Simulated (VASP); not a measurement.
Ru12N: relaxation of the atoms with RPBE

Ru12N, a slab with vacuum:

```
Ru N
1.0
     5.46240    0.00000    0.00000
    -2.73120    4.73058    0.00000
     0.00000    0.00000   23.32003
Ru N
12 1
Direct
  0.16667 0.33333 0.36449
  0.16667 0.83333 0.36449
  0.66667 0.33333 0.36449
  0.66667 0.83333 0.36449
  0.33333 0.16667 0.45712
  0.33333 0.66667 0.45712
  0.83333 0.16667 0.45712
  0.83333 0.66667 0.45712
  0.16667 0.33333 0.54974
  0.16667 0.83333 0.54974
  0.66667 0.33333 0.54974
  0.66667 0.83333 0.54974
  0.91667 0.83333 0.62264
```

| Quantity | Value |
| --- | --- |
| Program | VASP 6.6.1 |
| Task | relaxation of the atoms |
| Functional | RPBE |
| Potentials or basis | VASP PAW PBE potentials, release 64 (Ru_pv, N) |
| Cutoff | 450 eV |
| k mesh | 6 × 6 × 1 |
| Occupations | methfessel-paxton, width 0.1 eV |
| Spin | no spin polarisation |
| Dipole correction | yes |
| Atoms held fixed (from 0) | [0, 1, 2, 3] |
| Further INCAR settings | PREC = Normal; LREAL = Auto; ALGO = Normal; EDIFF = 1e-06; IBRION = 2; EDIFFG = -0.03; NSW = 90 |

```yaml
Energy_gained_by_relaxing: 168.2 meV/atom
Ionic_steps: 45
Band_gap_on_the_k_mesh: none (metal or under the smearing width)
```

Step by step:
```tsv
step	energy change (eV)	largest force (eV/Å)	pressure (GPa)
1	0.0000	4.4148	-4.28
3	-1.0439	1.1282	-3.01
5	-1.3584	0.6218	-2.30
7	-1.4779	0.7220	-1.73
9	-1.5880	1.0353	-1.13
11	-1.6854	1.1140	-1.03
13	-1.7750	1.2866	-0.83
15	-1.9701	0.7777	-0.64
17	-2.0736	0.9076	-0.69
19	-2.1224	0.5435	-0.87
21	-2.1391	0.4829	-1.02
23	-2.1556	0.4478	-1.23
25	-2.1641	0.3570	-1.43
27	-2.1733	0.3072	-1.48
29	-2.1767	0.2997	-1.51
31	-2.1784	0.2826	-1.49
33	-2.1810	0.2965	-1.45
35	-2.1823	0.3154	-1.41
37	-2.1839	0.3362	-1.36
39	-2.1845	0.3491	-1.34
41	-2.1860	0.3859	-1.26
43	-2.1863	0.3937	-1.26
45	-2.1866	0.3989	-1.27
```

Final structure:
```cif
data_structure
_symmetry_space_group_name_H-M 'P 1'
_symmetry_Int_Tables_number 1
_cell_length_a 5.4624
_cell_length_b 5.4624
_cell_length_c 23.3200
_cell_angle_alpha 90.000
_cell_angle_beta 90.000
_cell_angle_gamma 120.000
_cell_volume 602.60
loop_
_atom_site_label
_atom_site_type_symbol
_atom_site_fract_x
_atom_site_fract_y
_atom_site_fract_z
_atom_site_occupancy
Ru1 Ru 0.16667 0.33333 0.36449 1
Ru2 Ru 0.16667 0.83333 0.36449 1
Ru3 Ru 0.66667 0.33333 0.36449 1
Ru4 Ru 0.66667 0.83333 0.36449 1
Ru5 Ru 0.33681 0.16292 0.45550 1
Ru6 Ru 0.33683 0.67365 0.45552 1
Ru7 Ru 0.82611 0.16292 0.45550 1
Ru8 Ru 0.83326 0.66651 0.45142 1
Ru9 Ru 0.16652 0.33305 0.54285 1
Ru10 Ru 0.18211 0.84104 0.54659 1
Ru11 Ru 0.65920 0.31840 0.54657 1
Ru12 Ru 0.65894 0.84104 0.54659 1
N1 N 0.83365 0.66730 0.59203 1
```

Levels at points of the mesh, in eV from the Fermi level:
```
           k point  band 83  band 84  band 85  band 86  band 87  band 88  band 89  band 90  band 91  band 92
(0.00, 0.00, 0.00)     0.23     0.27     0.32     0.33     0.73     0.73     1.00     1.00     1.04     1.05
(0.50, 0.00, 0.00)    -0.92    -0.75    -0.71    -0.38    -0.33    -0.28    -0.21     0.01     0.04     0.27
(0.00, 0.50, 0.00)    -0.92    -0.75    -0.71    -0.38    -0.33    -0.28    -0.21     0.01     0.04     0.27
```

Run time: 110 min on 4 MPI ranks on Intel(R) Xeon(R) Platinum 8259CL CPU @ 2.50GHz (Skylake/Cascade Lake) (shared host), peak memory 0.63 GiB a rank.

Caveat: the cutoff is under 1.25 times the usual one of these potentials, so pressure, stress and relaxed cells hold a basis-set (Pulay) error; the PAW data sets were made with another functional, which shifts forces and pressure a little.
